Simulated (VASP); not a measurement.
OSZICAR of a VASP run on MnGe2 (relaxed from the AlB2 structure, space group P6/mmm):

OSZICAR:
```
       N       E                     dE             d eps       ncg     rms          rms(c)
DAV:   1     0.288483064292E+03    0.28848E+03   -0.19223E+04  5736   0.397E+03
DAV:   2     0.168485911987E+02   -0.27163E+03   -0.26938E+03  4656   0.650E+02
DAV:   3    -0.188480430173E+02   -0.35697E+02   -0.35523E+02  5160   0.178E+02
DAV:   4    -0.200765389553E+02   -0.12285E+01   -0.12213E+01  5400   0.374E+01
DAV:   5    -0.200991098343E+02   -0.22571E-01   -0.22687E-01  5368   0.545E+00    0.154E+01
DAV:   6    -0.309701544412E+02   -0.10871E+02   -0.19393E+02  4960   0.606E+01    0.388E+01
DAV:   7    -0.178082446168E+02    0.13162E+02   -0.91457E+01  4872   0.549E+01    0.286E+00
DAV:   8    -0.179320135333E+02   -0.12377E+00   -0.20942E+00  5040   0.777E+00    0.175E+00
DAV:   9    -0.179068109232E+02    0.25203E-01   -0.25570E-01  5040   0.304E+00    0.796E-01
DAV:  10    -0.179036657828E+02    0.31451E-02   -0.20179E-02  5264   0.101E+00    0.277E-01
DAV:  11    -0.179034547608E+02    0.21102E-03   -0.11671E-03  5560   0.198E-01    0.842E-02
DAV:  12    -0.179034603436E+02   -0.55828E-05   -0.12429E-04  5032   0.865E-02    0.210E-02
DAV:  13    -0.179034568038E+02    0.35398E-05   -0.16476E-05  5056   0.345E-02    0.119E-02
DAV:  14    -0.179034595899E+02   -0.27861E-05   -0.18525E-06  5912   0.126E-02    0.244E-03
DAV:  15    -0.179034596651E+02   -0.75109E-07   -0.15897E-07  3304   0.351E-03
   1 F= -.17903460E+02 E0= -.17903460E+02  d E =0.000000E+00
```

Problem. Which electronic solver shows in the log?

Solution. It is blocked Davidson (ALGO = Normal, or the opening steps of other solvers). The INCAR had ALGO = Normal.

Problem. How was spin treated?

Solution. Without spin polarisation: there is no mag entry.

Problem. Can the final energy be trusted as converged?

Solution. Self-consistency was reached. It stopped with EDIFF = 1E-7, NELM = 100 (PBEsol GGA, plane waves, VASP's PBE PAW potentials (set 64)).

The structure was generated: MnGe2 was put into the AlB2 type (P6/mmm), which need not be its known phase. It was relaxed first, which changed the volume by -49 %. The run is not spin-polarised, so no magnetic state was tried. The electron count is odd and the run is not spin-polarised, which forces a metal.
